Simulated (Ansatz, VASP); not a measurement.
# Li2Cu: VASP beside Ansatz

```
Li Cu
1.0
     2.70443    0.00000    0.00000
    -1.35222    2.34211    0.00000
     0.00000    0.00000   13.62144
Li Cu
4 2
Direct
  0.66667 0.33333 0.34476
  0.66667 0.33333 0.84476
  0.33333 0.66667 0.15524
  0.33333 0.66667 0.65524
  0.00000 0.00000 0.50000
  0.00000 0.00000 0.00000
```

Alike in both runs: task single point; functional PBE; k mesh 12 × 12 × 2; occupations gaussian, width 0.2 eV; no spin polarisation.

|  | VASP | Ansatz |
| --- | --- | --- |
| version | VASP 6.6.1 | Ansatz 0.2.0 |
| potentials or method | VASP PAW PBE potentials, release 64 (Li_sv, Cu) | scalar-relativistic, plane waves, PAW |
| plane-wave cutoff (eV) | 520 | 420 |
| valence electrons in the cell | 34 | 50 |

VASP gave:

```
gap on the k mesh at the Fermi level (eV) : none
rms of the force components (eV/Å)        : 0.005
```

Estimate Ansatz's values.

gap on the k mesh at the Fermi level (eV): none; rms of the force components (eV/Å): 0.008.

Atom by atom the forces differ by 0.004 eV/Å (rms over components). A gap of «none» marks a metal or a gap that the smearing closes. The two sets of potentials don't hold the same shells in valence.
